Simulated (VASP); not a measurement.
# Sb7Mo3 with r2SCAN: from relaxation to properties, part 4 of 5

How well does r2SCAN reproduce what experiment finds for Sb7Mo3? The cell is relaxed first, and properties follow on it. The start is a computed cell from the Materials Project.

VASP 6.6.1; r2SCAN; plane waves and PAW (Sb, Mo_sv).

So far. Step 3 (Density, ELF and potential (r2SCAN)): In this run the pressure is 0.00 GPa, small enough to go on. Step 4 (Band structure (r2SCAN)): There is no gap at this level. The relaxed cell has a = 9.617 Å (conventional setting).

## Step 5: Density of states (r2SCAN)

A density of states needs more k-points than a total energy; ISMEAR = -5 takes tetrahedra, and LORBIT projects the states on the PAW spheres. The mesh is finer than in the run before.

INCAR reads:

```
SYSTEM = Sb7Mo3
PREC = Accurate
ENCUT = 400
EDIFF = 1E-06
NELM = 100
ISMEAR = -5
SIGMA = 0.05
LREAL = .FALSE.
ALGO = Normal
METAGGA = R2SCAN
LASPH = .TRUE.
NBANDS = 121
LORBIT = 11
LWAVE = .FALSE.
LCHARG = .FALSE.
KPAR = 8
NEDOS = 2001
```

POSCAR reads:

```
Sb7Mo3
1.0
   -4.8084192915      4.8084192915      4.8084192915
    4.8084192915     -4.8084192915      4.8084192915
    4.8084192915      4.8084192915     -4.8084192915
Sb Mo
14 6
Direct
    0.7500000000      0.2500000000      0.5000000000
    0.5000000000      0.2500000000      0.7500000000
    0.5000000000      0.7500000000      0.2500000000
    0.2500000000      0.5000000000      0.7500000000
    0.7500000000      0.5000000000      0.2500000000
    0.2500000000      0.7500000000      0.5000000000
    0.3211103280      0.3211103280      0.3211103280
    0.0000000000      0.0000000000      0.3211103280
    0.3211103280      0.0000000000      0.0000000000
    0.0000000000      0.3211103280      0.0000000000
    0.6788896720      0.0000000000      0.0000000000
    0.0000000000      0.6788896720      0.0000000000
    0.0000000000      0.0000000000      0.6788896720
    0.6788896720      0.6788896720      0.6788896720
    0.3420399454      0.3420399454      0.0000000000
    0.0000000000      0.3420399454      0.3420399454
    0.0000000000      0.6579600546      0.6579600546
    0.6579600546      0.0000000000      0.6579600546
    0.3420399454      0.0000000000      0.3420399454
    0.6579600546      0.6579600546      0.0000000000
```

KPOINTS reads:

```
Automatic mesh
0
Gamma
5 5 5
0 0 0
```

The projector-augmented-wave data sets are Sb and Mo_sv (PBE family, release 64).

On the command line:

```sh
$ mpirun -np 8 vasp_std
```

The log of the run:

```text
[... set-up lines as in an earlier step ...]
 entering main loop
       N       E                     dE             d eps       ncg     rms          rms(c)
DAV:   1     0.740431867796E+03    0.74043E+03   -0.65953E+04  2868   0.956E+02
DAV:   2    -0.480183749519E+03   -0.12206E+04   -0.11522E+04  2979   0.271E+02
DAV:   3    -0.557937040371E+03   -0.77753E+02   -0.75264E+02  2837   0.663E+01
DAV:   4    -0.559511080426E+03   -0.15740E+01   -0.15671E+01  2720   0.960E+00
DAV:   5    -0.559532013041E+03   -0.20933E-01   -0.20938E-01  2784   0.135E+00    0.339E+01
DAV:   6    -0.516155028376E+03    0.43377E+02   -0.14634E+01  2527   0.143E+01    0.863E+00
DAV:   7    -0.516236976238E+03   -0.81948E-01   -0.47349E-01  2808   0.191E+00    0.459E+00
DAV:   8    -0.516299638724E+03   -0.62662E-01   -0.27874E-01  2628   0.183E+00    0.166E+00
DAV:   9    -0.516288858940E+03    0.10780E-01   -0.90538E-02  2663   0.949E-01    0.686E-01
DAV:  10    -0.516284634920E+03    0.42240E-02   -0.13333E-02  2677   0.306E-01    0.186E-01
DAV:  11    -0.516286081657E+03   -0.14467E-02   -0.10867E-03  2704   0.917E-02    0.108E-01
DAV:  12    -0.516286400521E+03   -0.31886E-03   -0.28665E-04  2629   0.494E-02    0.380E-02
DAV:  13    -0.516286487928E+03   -0.87407E-04   -0.45788E-05  2696   0.185E-02    0.143E-02
DAV:  14    -0.516286483942E+03    0.39857E-05   -0.10654E-05  2439   0.889E-03    0.466E-03
DAV:  15    -0.516286494284E+03   -0.10342E-04   -0.97532E-07  1518   0.302E-03    0.175E-03
DAV:  16    -0.516286505401E+03   -0.11117E-04   -0.25685E-07  1419   0.163E-03    0.833E-04
DAV:  17    -0.516286501654E+03    0.37474E-05   -0.62488E-08  1426   0.825E-04    0.299E-04
DAV:  18    -0.516286504055E+03   -0.24013E-05   -0.96198E-09  1417   0.333E-04    0.115E-04
DAV:  19    -0.516286504238E+03   -0.18287E-06   -0.29309E-09  1399   0.172E-04
   1 F= -.51628650E+03 E0= -.51628650E+03  d E =0.000000E+00
 -----------------------------------------------------------------------------
|                                                                             |
|           W    W    AA    RRRRR   N    N  II  N    N   GGGG   !!!           |
|           W    W   A  A   R    R  NN   N  II  NN   N  G    G  !!!           |
|           W    W  A    A  R    R  N N  N  II  N N  N  G       !!!           |
|           W WW W  AAAAAA  RRRRR   N  N N  II  N  N N  G  GGG   !            |
|           WW  WW  A    A  R   R   N   NN  II  N   NN  G    G                |
|           W    W  A    A  R    R  N    N  II  N    N   GGGG   !!!           |
|                                                                             |
|     Tetrahedron method does not include variations of the Fermi             |
|     occupations, so forces and stress will be inaccurate. We suggest        |
|     using a different smearing scheme ISMEAR = 1 or 2 for metals in         |
|     relaxations.                                                            |
|                                                                             |
 -----------------------------------------------------------------------------
```

Wall time 4.8 min (8 MPI ranks of Intel Xeon 6975P-C (Granite Rapids), shared host); peak memory 4.4 GiB; 32 min of CPU time.

Parts of OUTCAR (step 5):

```text
   k-points           NKPTS =     10   k-points in BZ     NKDIM =     10   number of bands    NBANDS=    121

   NELECT =     154.0000    total number of electrons

 E-fermi :   9.3116

 k-point     1 :       0.0000    0.0000    0.0000
  band No.  band energies     occupation
    ...
     73       8.6531      2.00000
     74       8.6531      2.00000
     75       8.6531      2.00000
     76       8.9514      2.00000
     77       9.4813      0.85072
     78       9.4813     -0.03332
     79       9.4813     -0.64376
     80      10.6928      0.00000
     81      11.0883      0.00000
     82      11.0883      0.00000
    ...

  Total       -0.0491674     -0.0491674     -0.0491674     -0.0000000     -0.0000000      0.0000000
  in kB       -0.1771416     -0.1771416     -0.1771416     -0.0000000     -0.0000000      0.0000000
  external PRESSURE =      -0.1771416 kB  Pullay stress =       0.0000000 kB

 POSITION                                       TOTAL-FORCE (eV/Angst)
 -----------------------------------------------------------------------------------
      0.00000      4.80842      2.40421         0.000000      0.000000      0.000000
      2.40421      4.80842      0.00000         0.000000      0.000000      0.000000
      2.40421      0.00000      4.80842         0.000000      0.000000      0.000000
      4.80842      2.40421      0.00000         0.000000      0.000000      0.000000
      0.00000      2.40421      4.80842         0.000000      0.000000      0.000000
      4.80842      0.00000      2.40421         0.000000      0.000000      0.000000
      1.54403      1.54403      1.54403         0.006552      0.006552      0.006552
      1.54403      1.54403     -1.54403         0.006552      0.006552     -0.006552
     -1.54403      1.54403      1.54403        -0.006552      0.006552      0.006552
      1.54403     -1.54403      1.54403         0.006552     -0.006552      0.006552
     -3.26439      3.26439      3.26439         0.006552     -0.006552     -0.006552
      3.26439     -3.26439      3.26439        -0.006552      0.006552     -0.006552
      3.26439      3.26439     -3.26439        -0.006552     -0.006552      0.006552
      3.26439      3.26439      3.26439        -0.006552     -0.006552     -0.006552
      0.00000      0.00000      3.28934         0.000000      0.000000     -0.054351
      3.28934      0.00000      0.00000        -0.054351      0.000000      0.000000
      6.32750      0.00000      0.00000         0.054351      0.000000      0.000000
      0.00000      6.32750      0.00000         0.000000      0.054351      0.000000
      0.00000      3.28934      0.00000         0.000000     -0.054351      0.000000
      0.00000      0.00000      6.32750        -0.000000      0.000000      0.054351
 -----------------------------------------------------------------------------------
    total drift:                               -0.000000      0.000000     -0.000000

  FREE ENERGIE OF THE ION-ELECTRON SYSTEM (eV)
  ---------------------------------------------------
  free  energy   TOTEN  =      -516.2865042380 eV

  energy  without entropy=     -516.2865042380  energy(sigma->0) =     -516.28650424

[... 6 parts as in an earlier step ...]

[... 10 further parts left out ...]
```

The DOS at the Fermi level is high for the number of transition-metal atoms. It is one value on this mesh and may be a narrow spike; if it stands, a magnetic instability is possible, which a run without spin can't show. With tetrahedra the forces and stress of a metal are not exact derivatives of the energy.

This step gave:

| Item | Value |
| --- | --- |
| SCF cycles | 19 |
| irreducible k-points | 10 |
| free energy (TOTEN) | -516.2865 eV |
| Fermi energy | 9.312 eV |
| pressure | -0.01771 GPa |
| DOS at the Fermi level | 20.43 states/eV/cell |

The density of states has structure finer than the step of the table below, so its rows give means over 0.5 eV, whole bins alone (the curve runs from -12.0 to 1.88 eV). Peaks (eV: height): total -1.24: 29.8, -0.85: 28.4, -0.30: 31.9, 1.80: 24.6; Mo d -1.24: 12.4, -0.85: 12.0, -0.30: 14.2, 1.80: 13.8; Sb p -4.19: 5.51, -1.24: 4.97, -0.85: 5.03, -0.30: 5.51; Sb s -9.64: 7.59, -9.02: 7.13, -8.71: 5.77, -8.39: 5.77; Mo p -4.19: 0.317, -1.24: 0.435, -0.85: 0.487, -0.30: 0.501.

States under -12.0 eV and over 1.9 eV are left out. The density of states by energy, zero at the Fermi level; means over each step; values in states/eV/cell:

```csv
energy (eV),total,Mo d,Sb p,Sb s,Mo p,Sb d,Mo s
-11.5,3.06,0.0127,0.0566,1.42,0.0254,0.00108,0.0884
-11.0,4.78,0.0382,0.109,2.26,0.0479,0.00311,0.106
-10.5,4.32,0.0515,0.121,2.04,0.0446,0.00353,0.0942
-10.0,7.48,0.116,0.187,3.69,0.102,0.0111,0.123
-9.5,9.33,0.258,0.179,4.84,0.132,0.0171,0.0761
-9.0,9.29,0.453,0.191,4.91,0.0853,0.0183,0.0429
-8.5,8.12,0.452,0.196,4.37,0.0727,0.0184,0.0232
-8.0,2.26,0.141,0.0627,1.23,0.0119,0.00296,0.00336
-7.5,2.44,0.152,0.108,1.30,0.00847,0.00497,0.00365
-7.0,0.759,0.0526,0.0291,0.423,0.00225,3.9e-4,5.9e-4
-6.5,0.206,0.0157,0.00507,0.122,3.7e-4,0,0
-6.0,3.6e-4,2.1e-5,0,2.2e-4,0,0,0
-5.5,5.11,0.405,1.34,0.103,0.0325,0.0123,0.351
-5.0,7.62,0.757,2.02,0.151,0.0882,0.0256,0.368
-4.5,10.4,1.35,2.77,0.252,0.139,0.0477,0.318
-4.0,13.4,1.99,3.62,0.408,0.227,0.0735,0.243
-3.5,11.8,2.03,3.18,0.314,0.212,0.0730,0.148
-3.0,10.8,2.33,2.65,0.385,0.158,0.0877,0.207
-2.5,10.6,2.89,2.34,0.323,0.121,0.114,0.182
-2.0,13.4,4.38,2.69,0.363,0.129,0.159,0.180
-1.5,19.9,7.45,3.67,0.329,0.274,0.260,0.139
-1.0,23.7,10.3,3.93,0.310,0.373,0.343,0.158
-0.5,17.5,7.58,3.08,0.217,0.279,0.290,0.0762
0.0,18.4,7.83,3.40,0.152,0.303,0.345,0.0272
0.5,1.48,0.697,0.275,0.00658,0.0126,0.0264,8.7e-4
1.0,0,0,0,0,0,0,0
1.5,5.68,2.93,0.536,0.580,0.0198,0.0933,0.0699
```

Force by atom:

| atom | x (eV/Å) | y (eV/Å) | z (eV/Å) | size |
| --- | --- | --- | --- | --- |
| Sb1 | 0.0000 | 0.0000 | 0.0000 | 0.0000 |
| Sb2 | 0.0000 | 0.0000 | 0.0000 | 0.0000 |
| Sb3 | 0.0000 | 0.0000 | 0.0000 | 0.0000 |
| Sb4 | 0.0000 | 0.0000 | 0.0000 | 0.0000 |
| Sb5 | 0.0000 | 0.0000 | 0.0000 | 0.0000 |
| Sb6 | 0.0000 | 0.0000 | 0.0000 | 0.0000 |
| Sb7 | 0.0066 | 0.0066 | 0.0066 | 0.0113 |
| Sb8 | 0.0066 | 0.0066 | -0.0066 | 0.0113 |
| Sb9 | -0.0066 | 0.0066 | 0.0066 | 0.0113 |
| Sb10 | 0.0066 | -0.0066 | 0.0066 | 0.0113 |
| Sb11 | 0.0066 | -0.0066 | -0.0066 | 0.0113 |
| Sb12 | -0.0066 | 0.0066 | -0.0066 | 0.0113 |
| Sb13 | -0.0066 | -0.0066 | 0.0066 | 0.0113 |
| Sb14 | -0.0066 | -0.0066 | -0.0066 | 0.0113 |
| Mo15 | 0.0000 | 0.0000 | -0.0544 | 0.0544 |
| Mo16 | -0.0544 | 0.0000 | 0.0000 | 0.0544 |
| Mo17 | 0.0544 | 0.0000 | 0.0000 | 0.0544 |
| Mo18 | 0.0000 | 0.0544 | 0.0000 | 0.0544 |
| Mo19 | 0.0000 | -0.0544 | 0.0000 | 0.0544 |
| Mo20 | 0.0000 | 0.0000 | 0.0544 | 0.0544 |

The finer mesh and the other smearing move the Fermi level by +0.02 eV from the 4×4×4 run, a small shift, which tests the Fermi level alone. Of the states within 0.3 eV of the Fermi level, the largest shares in the PAW spheres are Mo d 43 % and Sb p 19 %. The rest lies in smaller channels or between the spheres.

## Step 6: Optical spectrum (r2SCAN)

LOPTICS sums transitions from filled to empty bands. NBANDS is raised for it.

INCAR reads:

```
SYSTEM = Sb7Mo3
PREC = Accurate
ENCUT = 400
EDIFF = 1E-06
NELM = 100
ISMEAR = 0
SIGMA = 0.05
LREAL = .FALSE.
ALGO = Normal
METAGGA = R2SCAN
LASPH = .TRUE.
NBANDS = 237
LORBIT = 11
LWAVE = .FALSE.
LCHARG = .FALSE.
KPAR = 8
LOPTICS = .TRUE.
NEDOS = 1500
CSHIFT = 0.1
```

POSCAR is that of step 5.

KPOINTS is that of step 5.

On the command line:

```sh
$ mpirun -np 8 vasp_std
```

The log of the run:

```text
[... set-up lines as in an earlier step ...]
 entering main loop
       N       E                     dE             d eps       ncg     rms          rms(c)
DAV:   1     0.772099409892E+03    0.77210E+03   -0.57210E+04  5020   0.488E+02
DAV:   2    -0.493447927028E+03   -0.12655E+04   -0.11938E+04  5662   0.173E+02
DAV:   3    -0.558665871212E+03   -0.65218E+02   -0.63100E+02  5520   0.390E+01
DAV:   4    -0.559527924655E+03   -0.86205E+00   -0.86128E+00  5376   0.459E+00
DAV:   5    -0.559540175306E+03   -0.12251E-01   -0.12250E-01  5496   0.588E-01    0.339E+01
DAV:   6    -0.516171187016E+03    0.43369E+02   -0.11871E+01  5048   0.732E+00    0.878E+00
DAV:   7    -0.516260179772E+03   -0.88993E-01   -0.37122E-01  5552   0.104E+00    0.469E+00
DAV:   8    -0.516327074420E+03   -0.66895E-01   -0.19099E-01  5304   0.106E+00    0.198E+00
DAV:   9    -0.516298676887E+03    0.28398E-01   -0.70958E-02  5152   0.570E-01    0.642E-01
DAV:  10    -0.516299312510E+03   -0.63562E-03   -0.10001E-02  5368   0.167E-01    0.222E-01
DAV:  11    -0.516300239322E+03   -0.92681E-03   -0.12698E-03  5384   0.575E-02    0.758E-02
DAV:  12    -0.516300325891E+03   -0.86569E-04   -0.84271E-05  5328   0.161E-02    0.228E-02
DAV:  13    -0.516300329939E+03   -0.40480E-05   -0.24413E-05  5432   0.802E-03    0.759E-03
DAV:  14    -0.516300327925E+03    0.20145E-05   -0.17733E-06  5136   0.225E-03    0.342E-03
DAV:  15    -0.516300328087E+03   -0.16223E-06   -0.48458E-07  3168   0.123E-03
   1 F= -.51630033E+03 E0= -.51629066E+03  d E =-.193290E-01
 optical routines
 imaginary and real dielectric function
 direction            1
 direction            2
 direction            3
```

Elapsed: 8 min, on 8 MPI ranks; peak memory 9.1 GiB; 54 min of CPU time.

[end of part 4 of 5]

[Lines on the potential files, build, host, timing and source positions are cut from VASP's logs without a mark.]

[Logs are printed without paths, hosts, clocks, repeated set-up lines and the standing remarks that a program may print on its own settings, such as how far it seeks lower states.]

[Hosts, paths, dates, database ids (printed as entryN), source tags and the programs' standing remarks are cut or masked in the printed files.]

[A measured line is paired with the nearest computed mode of its activity, which favours agreement.]
